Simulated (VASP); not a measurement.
```
CELL_PARAMETERS angstrom
      0.00000     2.72235     2.72235
      2.72235     0.00000     2.72235
      2.72235     2.72235     0.00000
ATOMIC_POSITIONS crystal
  Ag 0.00000 0.00000 0.00000
  Cl 0.50000 0.50000 0.50000
```

Computed with PBEsol GGA, VASP's PBE PAW potentials (set 64) (plane waves; VASP). Numerical set-up: 480 eV cut-off, 8×8×8 Γ-centred mesh, Gaussian smearing of 0.050 eV, potentials Ag Cl.

Task: Estimate the energy per atom (σ→0), band gap (on the k-mesh) with the smallest direct gap where there is one.

Result: 
The band gap (on the k-mesh) is 0.72 eV and the smallest direct gap (on the k-mesh) comes out as 3.23 eV. The energy per atom (σ→0) comes out as -3.031 eV/atom.

The compound is AgCl in the rock salt structure. It was relaxed first, which changed the volume by -6 %. The start is the result of an earlier pass.
